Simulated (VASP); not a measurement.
Given:

```yaml
crystal:
  lattice:
    - [2.16443, -3.74890, 0.00000]
    - [2.16443, 3.74890, 0.00000]
    - [0.00000, 0.00000, 7.05461]
  atoms:
    - { symbol: Cd, position: [0.66667, 0.33333, 0.50000] }
    - { symbol: Cd, position: [0.33333, 0.66667, 0.00000] }
    - { symbol: Se, position: [0.66667, 0.33333, 0.87600] }
    - { symbol: Se, position: [0.33333, 0.66667, 0.37600] }
```

Level of theory: AM05 GGA, VASP's PBE PAW potentials (set 64) (plane waves; VASP 6.6.1). Run with 520 eV cut-off, 7×7×4 Γ-centred mesh, tetrahedra with Blöchl corrections, potentials Cd Se.

Problem. Predict the energy per atom (σ→0).

Solution. 
- energy per atom (σ→0) = -2.848 eV/atom

Only differences to runs with the same potentials and settings are physical.

The compound is CdSe in the wurtzite structure. It was relaxed first.
